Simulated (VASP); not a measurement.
Given:

```yaml
crystal:
  lattice:
    - [0.00000, 2.53884, 2.53884]
    - [2.53884, 0.00000, 2.53884]
    - [2.53884, 2.53884, 0.00000]
  atoms:
    - { symbol: Sr, position: [0.50000, 0.50000, 0.50000] }
    - { symbol: O, position: [0.00000, 0.00000, 0.00000] }
```

Level of theory: LDA (Ceperley-Alder, Perdew-Zunger), VASP's LDA PAW potentials (set 64) (plane waves; VASP). Numerical set-up: 520 eV cut-off, 11×11×11 Γ-centred mesh, Gaussian smearing of 0.010 eV, potentials Sr_sv O.

**Question.** Give the direction-averaged independent-particle dielectric function (no local fields, no excitons; a broadening of 0.1 eV leaves a tail below the gap, and fine structure carries the noise of the k-mesh).

**Answer.** 
```csv
ħω (eV),ε₁,ε₂
0.00,4.11,0.00
0.40,4.12,0.01
0.90,4.16,0.01
1.40,4.24,0.02
1.90,4.37,0.03
2.40,4.58,0.06
2.90,5.01,0.16
3.40,5.57,0.83
3.80,4.90,1.03
4.30,4.99,1.56
4.80,4.74,1.99
5.30,5.08,2.16
5.80,4.48,2.48
6.30,4.30,3.24
6.80,4.68,2.86
7.30,3.70,3.29
7.70,2.96,4.30
8.20,2.89,3.56
8.70,2.86,2.89
9.20,3.15,3.88
9.70,0.58,5.96
10.20,0.66,3.90
10.70,-0.18,3.41
11.20,-0.34,2.53
11.60,-0.35,2.29
12.10,0.28,1.53
12.60,0.44,0.94
13.10,1.01,0.67
13.60,1.42,2.12
14.10,0.76,1.35
14.60,0.60,1.24
15.10,0.72,0.92
```
ε₂ peaks at 6.4 eV (height 3.4), 7.7 eV (height 4.3), 9.6 eV (height 6.5), 13.6 eV (height 2.1); ε₁(0) averages 4.11, so the electronic refractive index below the gap tends to √4.11 = 2.03.

The structure comes from a computed database's SrO entry (Fm-3m); how it stands against other phases isn't given here. It was relaxed first, which changed the volume by -5 %.
